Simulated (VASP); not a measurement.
An input for Quantum ESPRESSO's pw.x (written as the equivalent of a VASP run, and not itself run):

```
&CONTROL
  calculation = 'vc-relax'
  pseudo_dir = './pseudo'
  outdir = './out'
  tprnfor = .true.
  tstress = .true.
  nstep = 60
  forc_conv_thr = 0.00078
/
&SYSTEM
  ibrav = 0
  nat = 4
  ntyp = 1
  ecutwfc = 82
  occupations = 'smearing'
  smearing = 'methfessel-paxton'
  degauss = 0.00735
  input_dft = 'vdw-df2'
/
&ELECTRONS
  conv_thr = 7.3e-08
  electron_maxstep = 100
/
&IONS
/
&CELL
/
ATOMIC_SPECIES
  C 12.011 C.upf
CELL_PARAMETERS angstrom
     1.2384286   -2.1450208    0.0000000
     1.2384286    2.1450208    0.0000000
     0.0000000    0.0000000    7.0306054
ATOMIC_POSITIONS crystal
  C    0.0000000  0.0000000  0.2500000
  C    0.0000000  0.0000000  0.7500000
  C    0.3333330  0.6666670  0.2500000
  C    0.6666670  0.3333330  0.7500000
K_POINTS automatic
  13 13 4 0 0 0
```

Q: Write the VASP files for the same calculation (vdW-DF2).

A: This is not unique; one that fits is 
**POSCAR**
```
C
1.0
  1.2384286029  -2.1450207584   0.0000000000
  1.2384286029   2.1450207584   0.0000000000
  0.0000000000   0.0000000000   7.0306054228
C
4
Cart
  0.0000000000   0.0000000000   1.7576513557
  0.0000000000   0.0000000000   5.2729540671
  1.2384286029   0.7150083495   1.7576513557
  1.2384286029  -0.7150083495   5.2729540671
```

**KPOINTS**
```
Automatic mesh
0
gamma
13 13 4
```

INCAR:
```
EDIFF  =  1E-6   # SCF stop (eV)
ALGO  =  Normal   # blocked Davidson
LUSE_VDW  =  .TRUE.
IBRION  =  2
AGGAC  =  0.0
NELM  =  100   # most electronic steps
SIGMA  =  0.1   # width (eV)
ENCUT  =  520   # plane-wave cut-off (eV)
EDIFFG  =  -0.02   # ionic stop
LASPH  =  .TRUE.
GGA  =  ML
LWAVE  =  .FALSE.
ISIF  =  3
LCHARG  =  .FALSE.
ZAB_VDW  =  -1.8867
ISMEAR  =  1   # Methfessel-Paxton
SYSTEM  =  C
NSW  =  60   # most ionic steps
LREAL  =  .FALSE.   # projection in real space or not
PREC  =  Accurate
```

POTCAR, in this order: C (PBE.64 set). Program: vasp_std.

Limits of the translation: the potentials are each code's own (VASP's PAW set, PseudoDojo norm-conserving files in pw.x), so ENCUT and ecutwfc are chosen apart and not converted; conv_thr bounds pw.x's estimated SCF error, while EDIFF bounds the energy change between steps; forc_conv_thr acts on force components and is met together with etot_conv_thr.

The compound is C in the graphite structure. It was relaxed first, which changed the volume by +6 %. The start is the result of an earlier pass.
